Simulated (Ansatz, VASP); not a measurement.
# Al2O3 (Corundum): VASP beside Ansatz, part 2 of 3

Wanted: the spread between two codes on one cell, functional and k mesh. The cell is taken from a series of runs on this material, whose earlier steps may have relaxed, scaled, displaced or heated it; both programs get it as it stands.

VASP 6.6.1 and Ansatz 0.2.0.

So far: Starting point; VASP: zone-centre phonons, LDA.

**2. VASP: zone-centre phonons, LDA (continued)**

Level of this step: LDA; plane waves and PAW (O, Al) (VASP).

OUTCAR, selected parts (step 2):

```text
ion  position               nearest neighbor table
   1  0.555  0.945  0.250-   9 1.88  10 1.88   7 1.99   8 1.99
   2  0.250  0.555  0.945-  10 1.88   9 1.88   7 1.99   8 1.99
   3  0.945  0.250  0.555-   9 1.88  10 1.88   8 1.99   7 1.99
   4  0.445  0.055  0.750-   7 1.88   8 1.88   9 1.99  10 1.99
   5  0.750  0.445  0.055-   8 1.88   7 1.88   9 1.99  10 1.99
   6  0.055  0.750  0.445-   7 1.88   8 1.88  10 1.99   9 1.99
   7  0.352  0.352  0.352-   6 1.88   4 1.88   5 1.88   1 1.99   2 1.99   3 1.99   8 2.69   9 2.83
                             9 2.83   9 2.83   8 3.26   8 3.26   8 3.26
   8  0.148  0.148  0.148-   5 1.88   4 1.88   6 1.88   1 1.99   3 1.99   2 1.99   7 2.69  10 2.83
                            10 2.83  10 2.83   7 3.26   7 3.26   7 3.26
   9  0.648  0.648  0.648-   3 1.88   1 1.88   2 1.88   4 1.99   5 1.99   6 1.99  10 2.69   7 2.83
                             7 2.83   7 2.83  10 3.26  10 3.26  10 3.26
  10  0.852  0.852  0.852-   2 1.88   1 1.88   3 1.88   4 1.99   6 1.99   5 1.99   9 2.69   8 2.83
                             8 2.83   8 2.83   9 3.26   9 3.26   9 3.26

  LATTYP: Found a trigonal (rhomboedric) cell.
 ALAT       =     5.1943808163
 COS(alpha) =     0.5697832610

 Subroutine GETGRP returns: Found 12 space group operations
 (whereof  6 operations were pure point group operations)

The static configuration has the point symmetry S_6 .
 The point group associated with its full space group is D_3d.

 Found     32 irreducible k-points:

   k-points           NKPTS =     32   k-points in BZ     NKDIM =     32   number of bands    NBANDS=     34

   dimension x,y,z NGX =    42 NGY =   42 NGZ =   42
   dimension x,y,z NGXF=    84 NGYF=   84 NGZF=   84

   ENCUT  =  600.0 eV  44.10 Ry    6.64 a.u.  10.37 10.37 10.37*2*pi/ulx,y,z

   NELECT =      48.0000    total number of electrons

 k-points in reciprocal lattice and weights: Automatic mesh
   0.00000000  0.00000000  0.00000000       0.005
   0.16666667  0.00000000  0.00000000       0.028
   0.33333333  0.00000000  0.00000000       0.028
   0.50000000  0.00000000  0.00000000       0.014
   0.16666667  0.16666667  0.00000000       0.028
   0.33333333  0.16666667  0.00000000       0.056
   0.50000000  0.16666667  0.00000000       0.056
  -0.33333333  0.16666667 -0.00000000       0.056
  -0.16666667  0.16666667  0.00000000       0.028
[...]
-0.33333333  0.50000000  0.33333333       0.028
   0.50000000  0.50000000  0.50000000       0.005

 average (electrostatic) potential at core
       1 -68.6306       2 -68.6306       3 -68.6306       4 -68.6306       5 -68.6306
       6 -68.6306       7 -70.2739       8 -70.2739       9 -70.2739      10 -70.2739

   2 f  =   20.659818 THz   129.809464 2PiTHz  689.137343 cm-1    85.442103 meV
             X         Y         Z           dx          dy          dz
     -0.938677  1.390919  7.676692     0.000003   -0.416633    0.335471
     -0.735233 -1.508378  7.676692    -0.265591    0.043375   -0.167739
      1.673910  0.117459  7.676692     0.265584    0.043382   -0.167732
      0.938677 -1.390919  5.483351    -0.000003    0.416633   -0.335471
      0.735233  1.508378  5.483351     0.265591   -0.043375    0.167739
     -1.673910 -0.117459  5.483351    -0.265584   -0.043382    0.167732
      0.000000  0.000000  4.633124     0.065407   -0.045899   -0.000000
      0.000000  0.000000  1.946897    -0.065408   -0.045897   -0.000000
      0.000000  0.000000  8.526919    -0.065407    0.045899    0.000000
      0.000000  0.000000 11.213146     0.065408    0.045897    0.000000

   3 f  =   20.659818 THz   129.809464 2PiTHz  689.137343 cm-1    85.442103 meV
             X         Y         Z           dx          dy          dz
     -0.938677  1.390919  7.676692     0.196715    0.000005   -0.000004
     -0.735233 -1.508378  7.676692    -0.263292   -0.265588   -0.290524
      1.673910  0.117459  7.676692    -0.263299    0.265587    0.290529
      0.938677 -1.390919  5.483351    -0.196715   -0.000005    0.000004
      0.735233  1.508378  5.483351     0.263292    0.265588    0.290524
     -1.673910 -0.117459  5.483351     0.263299   -0.265587   -0.290529
      0.000000  0.000000  4.633124    -0.045899   -0.065407   -0.000000
      0.000000  0.000000  1.946897    -0.045897    0.065408    0.000000
      0.000000  0.000000  8.526919     0.045899    0.065407    0.000000
      0.000000  0.000000 11.213146     0.045897   -0.065408   -0.000000

   4 f  =   19.469804 THz   122.332388 2PiTHz  649.442765 cm-1    80.520604 meV
             X         Y         Z           dx          dy          dz
     -0.938677  1.390919  7.676692     0.368125    0.000000    0.000000
     -0.735233 -1.508378  7.676692    -0.184063    0.318806   -0.000000
      1.673910  0.117459  7.676692    -0.184063   -0.318806    0.000000
      0.938677 -1.390919  5.483351     0.368125    0.000000   -0.000000
      0.735233  1.508378  5.483351    -0.184063    0.318806   -0.000000
     -1.673910 -0.117459  5.483351    -0.184063   -0.318806    0.000000
      0.000000  0.000000  4.633124    -0.000000   -0.000000   -0.216161
      0.000000  0.000000  1.946897    -0.000000    0.000000    0.216161
      0.000000  0.000000  8.526919    -0.000000   -0.000000   -0.216161
      0.000000  0.000000 11.213146    -0.000000    0.000000    0.216161

   5 f  =   17.817765 THz   111.952321 2PiTHz  594.336676 cm-1    73.688323 meV
             X         Y         Z           dx          dy          dz
     -0.938677  1.390919  7.676692    -0.406508    0.000000   -0.000000
     -0.735233 -1.508378  7.676692     0.203254   -0.352046    0.000000
      1.673910  0.117459  7.676692     0.203254    0.352046   -0.000000
      0.938677 -1.390919  5.483351     0.406508   -0.000000   -0.000000
      0.735233  1.508378  5.483351    -0.203254    0.352046   -0.000000
     -1.673910 -0.117459  5.483351    -0.203254   -0.352046    0.000000
      0.000000  0.000000  4.633124     0.000000    0.000000   -0.046120
      0.000000  0.000000  1.946897     0.000000   -0.000000    0.046120
      0.000000  0.000000  8.526919    -0.000000   -0.000000    0.046120
      0.000000  0.000000 11.213146    -0.000000    0.000000   -0.046120

   6 f  =   17.515710 THz   110.054452 2PiTHz  584.261197 cm-1    72.439124 meV
             X         Y         Z           dx          dy          dz
     -0.938677  1.390919  7.676692    -0.000026   -0.458026   -0.026857
     -0.735233 -1.508378  7.676692    -0.341857    0.134151    0.013427
      1.673910  0.117459  7.676692     0.341899    0.134097    0.013430
      0.938677 -1.390919  5.483351    -0.000026   -0.458026   -0.026857
      0.735233  1.508378  5.483351    -0.341857    0.134151    0.013427
     -1.673910 -0.117459  5.483351     0.341899    0.134097    0.013430
      0.000000  0.000000  4.633124    -0.066208    0.072882   -0.000000
      0.000000  0.000000  1.946897     0.066196    0.072893   -0.000000
      0.000000  0.000000  8.526919    -0.066208    0.072882   -0.000000
      0.000000  0.000000 11.213146     0.066196    0.072893   -0.000000

   7 f  =   17.515710 THz   110.054452 2PiTHz  584.261197 cm-1    72.439124 meV
             X         Y         Z           dx          dy          dz
     -0.938677  1.390919  7.676692     0.331507   -0.000036   -0.000002
     -0.735233 -1.508378  7.676692    -0.260670   -0.341867    0.023260
      1.673910  0.117459  7.676692    -0.260616    0.341889   -0.023258
      0.938677 -1.390919  5.483351     0.331507   -0.000036   -0.000002
      0.735233  1.508378  5.483351    -0.260670   -0.341867    0.023260
     -1.673910 -0.117459  5.483351    -0.260616    0.341889   -0.023258
      0.000000  0.000000  4.633124     0.072882    0.066208   -0.000000
      0.000000  0.000000  1.946897     0.072893   -0.066196    0.000000
      0.000000  0.000000  8.526919     0.072882    0.066208   -0.000000
      0.000000  0.000000 11.213146     0.072893   -0.066196    0.000000

   8 f  =   16.989991 THz   106.751260 2PiTHz  566.725090 cm-1    70.264924 meV
             X         Y         Z           dx          dy          dz
     -0.938677  1.390919  7.676692    -0.176495    0.000000    0.000000
     -0.735233 -1.508378  7.676692     0.088248   -0.152849   -0.000000
      1.673910  0.117459  7.676692     0.088248    0.152849    0.000000
      0.938677 -1.390919  5.483351    -0.176495    0.000000   -0.000000
      0.735233  1.508378  5.483351     0.088248   -0.152849   -0.000000
     -1.673910 -0.117459  5.483351     0.088248    0.152849    0.000000
      0.000000  0.000000  4.633124    -0.000000   -0.000000   -0.450859
      0.000000  0.000000  1.946897    -0.000000    0.000000    0.450859
      0.000000  0.000000  8.526919    -0.000000   -0.000000   -0.450859
      0.000000  0.000000 11.213146    -0.000000    0.000000    0.450859

   9 f  =   16.107992 THz   101.209501 2PiTHz  537.304788 cm-1    66.617273 meV
             X         Y         Z           dx          dy          dz
     -0.938677  1.390919  7.676692     0.000000   -0.029941    0.072383
     -0.735233 -1.508378  7.676692     0.086182   -0.179213   -0.036191
      1.673910  0.117459  7.676692    -0.086182   -0.179213   -0.036192
      0.938677 -1.390919  5.483351    -0.000000    0.029941   -0.072383
      0.735233  1.508378  5.483351    -0.086182    0.179213    0.036191
     -1.673910 -0.117459  5.483351     0.086182    0.179213    0.036192
      0.000000  0.000000  4.633124    -0.193245   -0.410772    0.000000
      0.000000  0.000000  1.946897     0.193246   -0.410772    0.000000
      0.000000  0.000000  8.526919     0.193245    0.410772   -0.000000
      0.000000  0.000000 11.213146    -0.193246    0.410772   -0.000000
    [... 271 further lines ...]
      0.000000  0.000000  8.526919    -0.064834    0.357880    0.000000
      0.000000  0.000000 11.213146    -0.064926    0.357863    0.000000

 MACROSCOPIC STATIC DIELECTRIC TENSOR IONIC CONTRIBUTION
 ------------------------------------------------------
           7.124563     0.000000    -0.000000
           0.000000     7.124563     0.000000
          -0.000000     0.000000     9.455488
 ------------------------------------------------------

 ELASTIC MODULI CONTR FROM IONIC RELAXATION (kBar)
 Direction    XX          YY          ZZ          XY          YZ          ZX
 --------------------------------------------------------------------------------
 XX        -307.5013    138.7811    104.5391      0.0000    127.0225     -0.0000
 YY         138.7811   -307.5013    104.5391     -0.0000   -127.0225      0.0000
 ZZ         104.5391    104.5391   -155.0422      0.0000      0.0000     -0.0000
 XY           0.0000     -0.0000      0.0000   -223.1525     -0.0000    127.2535
 YZ         127.0225   -127.0225      0.0000     -0.0000   -130.1224      0.0000
 ZX          -0.0000      0.0000     -0.0000    127.2535      0.0000   -129.2791
 --------------------------------------------------------------------------------

 PIEZOELECTRIC TENSOR IONIC CONTR  for field in x, y, z        (C/m^2)
          XX          YY          ZZ          XY          YZ          ZX
  --------------------------------------------------------------------------------
  x     0.00000    -0.00000     0.00000     0.00000     0.00000    -0.00000
  y    -0.00000     0.00000    -0.00000     0.00000     0.00000     0.00000
  z     0.00000     0.00000    -0.00000    -0.00000     0.00000     0.00000
```

[end of part 2 of 3]

[Lines on the potential files, build, host, timing and source positions are cut from VASP's logs without a mark.]

[Logs are printed without paths, hosts, clocks, repeated set-up lines and the standing remarks that a program may print on its own settings, such as how far it seeks lower states.]

[Hosts, paths, dates, database ids (printed as entryN), source tags and the programs' standing remarks are cut or masked in the printed files.]
